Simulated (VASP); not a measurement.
A run of VASP 6.6.1:

INCAR

```
  PREC = Normal
  ENCUT = 450
  EDIFF = 1E-6
  ISMEAR = 1
  SIGMA = 0.1
  LREAL = Auto
  LASPH = True
  NELM = 80
  ALGO = Normal
  ISIF = 2
  LWAVE = False
  LCHARG = False
  GGA = PE
  IBRION = 2
  NSW = 70
  EDIFFG = -0.025
  ICORELEVEL = 1
```

File KPOINTS:

```
regular mesh
0
Gamma
  4 4 4
```

POSCAR

```
In4As3N
1.0
    0.0000000000     -6.1882640000      0.0000000000
    0.0000000000      0.0000000000     -6.1882640000
    6.1882640000      0.0000000000      0.0000000000
In N As
4 1 3
Direct
    0.5000000000      0.5000000000      0.0000000000
    0.0000000000      0.5000000000      0.5000000000
    0.5000000000      0.0000000000      0.5000000000
    0.0000000000      0.0000000000      0.0000000000
    0.2500000000      0.2500000000      0.2500000000
    0.7500000000      0.2500000000      0.7500000000
    0.2500000000      0.7500000000      0.7500000000
    0.7500000000      0.7500000000      0.2500000000
```

Potentials or basis: VASP PAW PBE potentials, release 64 (In_d, N, As).

The run is started by

```bash
$ cat potpaw_PBE.64/In_d/POTCAR potpaw_PBE.64/N/POTCAR potpaw_PBE.64/As/POTCAR > POTCAR
$ mpirun -np 1 vasp_std > vasp.out
```

Hardware: 1 thread of Intel(R) Xeon(R) Platinum 8488C (Sapphire Rapids), with other jobs on the host.

Problem. Estimate the wall time of this run.

Solution. Wall time 3.2 min on 1 thread of Intel(R) Xeon(R) Platinum 8488C (Sapphire Rapids), with other jobs on the host, peak memory 0.21 GiB. Counts: scf iterations 54, k points 10, ion steps 5.
